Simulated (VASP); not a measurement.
Given:

```xyz
3
Lattice="0.0000 3.1867 3.1867 3.1867 0.0000 3.1867 3.1867 3.1867 0.0000" Properties=species:S:1:pos:R:3 pbc="T T T"
Sr     0.0000     0.0000     0.0000
Cl     1.5934     1.5934     1.5934
Cl     4.7801     4.7801     4.7801
```

Calculation: PBE GGA, VASP's PBE PAW potentials (set 64) (plane waves; VASP). Settings: 500 eV cut-off, 6×6×6 Γ-centred mesh, Gaussian smearing of 0.050 eV, potentials Sr_sv Cl.

Task: What does the run give for the energy per atom (σ→0), pressure, band gap (on the k-mesh) with the smallest direct gap where there is one?

Result: 
| Item | Value |
|---|---|
| band gap (on the k-mesh) | 5.21 eV |
| smallest direct gap (on the k-mesh) | 5.21 eV |
| energy per atom (σ→0) | -3.902 eV/atom |
| pressure | 19.93 GPa |

Only differences to runs with the same potentials and settings are physical.

The compound is SrCl2 in the fluorite structure. It was relaxed first under an external pressure of 20 GPa.
